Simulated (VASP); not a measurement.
An input for Ansatz (written as the equivalent of a VASP run, and not itself run):

Ansatz 0.2 input:
```yaml
crystal:
  lattice:
    - [0.0000000, 3.0499387, 3.0499387]
    - [3.0499387, 0.0000000, 3.0499387]
    - [3.0499387, 3.0499387, 0.0000000]
  atoms:
    - { symbol: Pb, position: [0.0000000, 0.0000000, 0.0000000] }
    - { symbol: Se, position: [0.5000000, 0.5000000, 0.5000000] }
kpoints:
  mp_grid: { grid: [8, 8, 8] }
hamiltonian:
  xc: pbesol
  pseudopotentials: { kind: paw }
scf:
  occupations: { method: gaussian, width: 0.05 }
  max_iter: 100
relax:
  max_steps: 40
  f_tol: 0.02
  cell: { p_target: 5 }
output: { forces: true, stress: true, eigenvalues: true }
```

Problem. Translate this input to VASP (INCAR, KPOINTS, POSCAR, choice of POTCAR).

Solution. Several could match; the one computed here: 
File POSCAR:
```
PbSe
1
    0.0000000000     3.0499386908     3.0499386908
    3.0499386908     0.0000000000     3.0499386908
    3.0499386908     3.0499386908     0.0000000000
Pb Se
1 1
Direct
  0.0000000000   0.0000000000   0.0000000000
  0.5000000000   0.5000000000   0.5000000000
```

INCAR:
```
SYSTEM=PbSe
PREC=Accurate; ENCUT=500; LREAL=.FALSE.
LASPH=.TRUE.
EDIFF=1E-6; NELM=100; ALGO=Normal
LMAXMIX=4
ISMEAR=0; SIGMA=0.05
GGA=PS
IBRION=2; NSW=40; ISIF=3
EDIFFG=-0.02; PSTRESS=50
LWAVE=.FALSE.; LCHARG=.FALSE.
```

**KPOINTS**
```
Automatic mesh
0
Gamma
8 8 8
0 0 0
```

POTCAR, in this order: Pb_d Se (PBE.64 set). Program: vasp_std.

The two are equivalent in intent, not identical: each code has its own PAW files, so the cut-off isn't converted (ENCUT is set for VASP's; basis.ecutwfc is left out, and Ansatz then takes the one that its files recommend); Ansatz stops its SCF on the density residual and VASP on the energy change (EDIFF).

The compound is PbSe in the rock salt structure. This run relaxes it under an external pressure of 5 GPa. Symmetry was kept, so distortions that lower it aren't found.
